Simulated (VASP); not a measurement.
```
CELL_PARAMETERS angstrom
      4.64035     0.00000     0.00000
      0.00000     4.64035     0.00000
      0.00000     0.00000     4.64035
ATOMIC_POSITIONS crystal
  Cs 0.00000 0.00000 0.00000
  I  0.50000 0.50000 0.50000
```

Computed with optB88-vdW, VASP's PBE PAW potentials (set 64) (plane waves; VASP). Numerical set-up: 520 eV cut-off, 6×6×6 Γ-centred mesh, Gaussian smearing of 0.050 eV, potentials Cs_sv I.

Q: The job: CsI (CsCl type), 2 atoms, optB88-vdW, static run, 520 eV, 6×6×6 Γ-centred mesh. Roughly how much core time does it take on a busy server core?

A: About 80 core-seconds (one run on a shared machine, a rough figure). It had 20 irreducible k-points, 12 bands, up to 2730 plane waves and 13 electronic steps.

The compound is CsI in the CsCl type structure. This cell is one point of a volume scan, at 1.06 of the reference volume.
